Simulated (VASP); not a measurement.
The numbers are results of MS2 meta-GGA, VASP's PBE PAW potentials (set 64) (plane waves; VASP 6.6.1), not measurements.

VASP input:

**KPOINTS**
```
Automatic mesh
0
G
16 16 16
0 0 0
```

INCAR:
```
! general
SYSTEM   =  Pd
PREC     =  Accurate
ENCUT    =  520
LREAL    =  .FALSE.
LASPH    =  .TRUE.

! electronic loop
EDIFF    =  1E-7
NELM     =  100
ALGO     =  Normal
LMAXMIX  =  4
LMIXTAU  =  .TRUE.

! smearing
ISMEAR   =  1
SIGMA    =  0.1

! functional
METAGGA  =  MS2

! ions
ISIF     =  2

! output
LWAVE    =  .FALSE.
LCHARG   =  .FALSE.
```

**POSCAR**
```
Pd
1
    0.0000000000     1.9206174893     1.9206174893
    1.9206174893     0.0000000000     1.9206174893
    1.9206174893     1.9206174893     0.0000000000
Pd
1
Direct
  0.0000000000   0.0000000000   0.0000000000
```

POTCAR, in this order: Pd (PBE.64 set). Program: vasp_std.

Output of the run:

OSZICAR:
```
       N       E                     dE             d eps       ncg     rms          rms(c)
DAV:   1     0.302894696510E+02    0.30289E+02   -0.51737E+03  2634   0.103E+03
DAV:   2    -0.142978848808E+02   -0.44587E+02   -0.43326E+02  2852   0.193E+02
DAV:   3    -0.147164700997E+02   -0.41859E+00   -0.41582E+00  2944   0.224E+01
DAV:   4    -0.147181434995E+02   -0.16734E-02   -0.16733E-02  3039   0.128E+00
DAV:   5    -0.147181600996E+02   -0.16600E-04   -0.16599E-04  2977   0.115E-01    0.175E+01
DAV:   6    -0.280559670434E+01    0.11913E+02   -0.23847E+01  2610   0.535E+01    0.354E+00
DAV:   7    -0.313403527755E+01   -0.32844E+00   -0.11612E-01  2678   0.431E+00    0.263E+00
DAV:   8    -0.325371209759E+01   -0.11968E+00   -0.72078E+00  2675   0.280E+01    0.549E+00
DAV:   9    -0.302769849736E+01    0.22601E+00   -0.45107E+00  2660   0.244E+01    0.312E-01
DAV:  10    -0.304734029305E+01   -0.19642E-01   -0.24220E-02  3028   0.218E+00    0.174E-01
DAV:  11    -0.305114400835E+01   -0.38037E-02   -0.16580E-02  3411   0.118E+00    0.412E-01
DAV:  12    -0.304874349127E+01    0.24005E-02   -0.39747E-02  2676   0.192E+00    0.226E-01
DAV:  13    -0.304848163820E+01    0.26185E-03   -0.20689E-03  2654   0.401E-01    0.555E-02
DAV:  14    -0.304845381410E+01    0.27824E-04   -0.81731E-06  2918   0.329E-02    0.461E-02
DAV:  15    -0.304848721302E+01   -0.33399E-04   -0.62174E-05  2649   0.946E-02    0.271E-02
DAV:  16    -0.304848834237E+01   -0.11293E-05   -0.94814E-05  2680   0.108E-01    0.110E-02
DAV:  17    -0.304848851998E+01   -0.17762E-06   -0.23166E-07  3808   0.615E-03    0.479E-03
DAV:  18    -0.304848835846E+01    0.16152E-06   -0.41735E-08  1358   0.265E-03    0.125E-03
DAV:  19    -0.304848838114E+01   -0.22682E-07   -0.79362E-08  1328   0.232E-03
   1 F= -.30484884E+01 E0= -.30483549E+01  d E =-.400514E-03
```

### OUTCAR
```
------------------------ aborting loop because EDIFF is reached ----------------------------------------
  FORCE on cell =-STRESS in cart. coord.  units (eV):
  Direction    XX          YY          ZZ          XY          YZ          ZX
  --------------------------------------------------------------------------------------
  Total        0.5863491      0.5863491      0.5863491     -0.0000000     -0.0000000     -0.0000000
  in kB       66.3001098     66.3001098     66.3001098     -0.0000000     -0.0000000     -0.0000000
  external PRESSURE =      66.3001098 kB  Pullay stress =       0.0000000 kB
  volume of cell :       14.17
      direct lattice vectors                 reciprocal lattice vectors
     0.000000000  1.920617489  1.920617489    -0.260332941  0.260332941  0.260332941
     1.920617489  0.000000000  1.920617489     0.260332941 -0.260332941  0.260332941
     1.920617489  1.920617489  0.000000000     0.260332941  0.260332941 -0.260332941
 POSITION                                       TOTAL-FORCE (eV/Angst)
 -----------------------------------------------------------------------------------
      0.00000      0.00000      0.00000        -0.000000      0.000000      0.000000
 -----------------------------------------------------------------------------------
    total drift:                                0.000000      0.000000      0.000000
  FREE ENERGIE OF THE ION-ELECTRON SYSTEM (eV)
  ---------------------------------------------------
  free  energy   TOTEN  =        -3.0484883811 eV

  energy  without entropy=       -3.0480878669  energy(sigma->0) =       -3.04835488
```
(Selected blocks of OUTCAR.)

File OUTCAR:
```
 val. band max:       10.3812656241   @ k =  -0.4375   0.3125   0.0625

 cond. band min:      10.3919615324   @ k =   0.5000   0.1875   0.0000


 Fermi energy:        10.3904048650

 k-point     1 :       0.0000    0.0000    0.0000
  band No.  band energies     occupation
      1       2.7845      2.00000
      2       7.3489      2.00000
      3       7.3489      2.00000
      4       7.3489      2.00000
      5       8.9083      2.00000
      6       8.9083      2.00000
      7      27.7403      0.00000
      8      32.8659      0.00000
      9      32.8660      0.00000

 k-point     2 :       0.0625    0.0000    0.0000
  band No.  band energies     occupation
      1       2.9322      2.00000
      2       7.2923      2.00000
      3       7.4020      2.00000
      4       7.4020      2.00000
      5       8.8827      2.00000
      6       8.8827      2.00000
      7      27.9075      0.00000
      8      31.8957      0.00000
      9      33.0423      0.00000

 k-point     3 :       0.1250    0.0000    0.0000
  band No.  band energies     occupation
      1       3.3533      2.00000
      2       7.1584      2.00000
      3       7.5310      2.00000
      4       7.5310      2.00000
      5       8.8397      2.00000
      6       8.8397      2.00000
      7      28.2569      0.00000
      8      30.0664      0.00000
      9      33.5372      0.00000

 k-point     4 :       0.1875    0.0000    0.0000
  band No.  band energies     occupation
      1       3.9604      2.00000
      2       7.0670      2.00000
      3       7.6350      2.00000
      4       7.6351      2.00000
      5       8.8865      2.00000
      6       8.8865      2.00000
      7      27.5038      0.00000
      8      29.0723      0.00000
      9      34.2318      0.00000

 k-point     5 :       0.2500    0.0000    0.0000
  band No.  band energies     occupation
      1       4.5301      2.00000
      2       7.2704      2.00000
      3       7.6060      2.00000
...
```

The compound is Pd in the fcc structure. This cell is one point of a volume scan, at 0.97 of the reference volume.
